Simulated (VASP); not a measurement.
Level of theory: vdW-DF2, VASP's PBE PAW potentials (set 64) (plane waves; VASP).

The input files of a VASP run:

### INCAR
```
SYSTEM = MgO
PREC = Accurate; ENCUT = 520; LREAL = .FALSE.
LASPH = .TRUE.
EDIFF = 1E-6; NELM = 100; ALGO = Normal
ISMEAR = 0; SIGMA = 0.05
GGA = ML; LUSE_VDW = .TRUE.; AGGAC = 0.0
ZAB_VDW = -1.8867
IBRION = 2; NSW = 60; ISIF = 3
EDIFFG = -0.01
LWAVE = .FALSE.; LCHARG = .FALSE.
```

KPOINTS:
```
Automatic
0
G
10 10 10
```

### POSCAR
```
MgO
1
    0.0000000000     2.1050000000     2.1050000000
    2.1050000000     0.0000000000     2.1050000000
    2.1050000000     2.1050000000     0.0000000000
Mg O
1 1
Direct
  0.0000000000   0.0000000000   0.0000000000
  0.5000000000   0.5000000000   0.5000000000
```

POTCAR, in this order: Mg O (PBE.64 set). Program: vasp_std.

Output

### OSZICAR
```
       N       E                     dE             d eps       ncg     rms          rms(c)
DAV:   1     0.149557682576E+02    0.14956E+02   -0.47956E+03   872   0.879E+02
DAV:   2    -0.107800367989E+02   -0.25736E+02   -0.25015E+02   856   0.141E+02
DAV:   3    -0.111593625661E+02   -0.37933E+00   -0.37933E+00  1032   0.190E+01
DAV:   4    -0.111599146095E+02   -0.55204E-03   -0.55204E-03   936   0.635E-01
DAV:   5    -0.111599150452E+02   -0.43575E-06   -0.43575E-06  1040   0.144E-02    0.877E+00
DAV:   6    -0.899502728620E+01    0.21649E+01   -0.15058E+01   752   0.278E+01    0.243E+00
DAV:   7    -0.898601892920E+01    0.90084E-02   -0.90846E-02   768   0.331E+00    0.137E+00
DAV:   8    -0.898577959270E+01    0.23934E-03   -0.57052E-02   768   0.345E+00    0.178E-01
DAV:   9    -0.898555422728E+01    0.22537E-03   -0.24360E-04  1088   0.192E-01    0.757E-02
DAV:  10    -0.898593675470E+01   -0.38253E-03   -0.75113E-04   752   0.352E-01    0.966E-03
DAV:  11    -0.898593500775E+01    0.17470E-05   -0.19959E-06   960   0.175E-02    0.491E-03
DAV:  12    -0.898593855887E+01   -0.35511E-05   -0.94173E-06   760   0.393E-02    0.511E-04
DAV:  13    -0.898593856135E+01   -0.24774E-08   -0.34313E-08   448   0.219E-03
   1 F= -.89859386E+01 E0= -.89859386E+01  d E =-.898594E+01
       N       E                     dE             d eps       ncg     rms          rms(c)
DAV:   1    -0.922408055091E+01   -0.23814E+00   -0.47033E+00   752   0.217E+01    0.356E+00
DAV:   2    -0.900827479304E+01    0.21581E+00   -0.17343E+00   752   0.947E+00    0.355E-01
DAV:   3    -0.900425524397E+01    0.40195E-02   -0.23169E-02   808   0.152E+00    0.217E-01
DAV:   4    -0.900318015542E+01    0.10751E-02   -0.11298E-03   808   0.374E-01    0.519E-02
DAV:   5    -0.900318085655E+01   -0.70113E-06   -0.16797E-04   800   0.980E-02    0.114E-02
DAV:   6    -0.900316955579E+01    0.11301E-04   -0.55107E-06   768   0.184E-02    0.141E-03
DAV:   7    -0.900317078623E+01   -0.12304E-05   -0.35235E-07   424   0.417E-03    0.358E-04
DAV:   8    -0.900317120522E+01   -0.41899E-06   -0.21191E-08   392   0.171E-03
   2 F= -.90031712E+01 E0= -.90031712E+01  d E =-.172326E-01
       N       E                     dE             d eps       ncg     rms          rms(c)
DAV:   1    -0.902261371180E+01   -0.19443E-01   -0.35881E-01   752   0.611E+00    0.982E-01
DAV:   2    -0.900621744069E+01    0.16396E-01   -0.13280E-01   752   0.262E+00    0.105E-01
DAV:   3    -0.900597157304E+01    0.24587E-03   -0.18811E-03   808   0.447E-01    0.643E-02
DAV:   4    -0.900585817014E+01    0.11340E-03   -0.10295E-04   816   0.108E-01    0.155E-02
DAV:   5    -0.900585096537E+01    0.72048E-05   -0.18307E-05   784   0.325E-02    0.338E-03
DAV:   6    -0.900585393515E+01   -0.29698E-05   -0.39296E-07   408   0.526E-03    0.146E-04
DAV:   7    -0.900585370278E+01    0.23237E-06   -0.12286E-08   408   0.136E-03
   3 F= -.90058537E+01 E0= -.90058537E+01  d E =-.199151E-01
```

### OUTCAR
```
------------------------ aborting loop because EDIFF is reached ----------------------------------------
  FORCE on cell =-STRESS in cart. coord.  units (eV):
  Direction    XX          YY          ZZ          XY          YZ          ZX
  --------------------------------------------------------------------------------------
  Total        0.0016418      0.0016418      0.0016418      0.0000000      0.0000000      0.0000000
  in kB        0.1346950      0.1346950      0.1346950      0.0000000      0.0000000      0.0000000
  external PRESSURE =       0.1346950 kB  Pullay stress =       0.0000000 kB
  volume of cell :       19.53
      direct lattice vectors                 reciprocal lattice vectors
     0.000000000  2.137397144  2.137397144    -0.233929385  0.233929385  0.233929385
     2.137397144  0.000000000  2.137397144     0.233929385 -0.233929385  0.233929385
     2.137397144  2.137397144  0.000000000     0.233929385  0.233929385 -0.233929385
  FREE ENERGIE OF THE ION-ELECTRON SYSTEM (eV)
  ---------------------------------------------------
  free  energy   TOTEN  =        -9.0058537028 eV

  energy  without entropy=       -9.0058537028  energy(sigma->0) =       -9.00585370

 reached required accuracy - stopping structural energy minimisation
```
(Selected blocks of OUTCAR.)

**CONTCAR**
```
MgO
   1.00000000000000
     0.0000000000000000    2.1373971441033079    2.1373971441033079
     2.1373971441033079    0.0000000000000000    2.1373971441033079
     2.1373971441033079    2.1373971441033079    0.0000000000000000
  Mg              O
     1     1
Direct
     0.0000000000000000    0.0000000000000000    0.0000000000000000
     0.5000000000000000    0.5000000000000000    0.5000000000000000
```

Energy and stress use the plane-wave basis of the starting cell.

The compound is MgO in the rock salt structure. This run relaxes it. Symmetry was kept, so distortions that lower it aren't found.
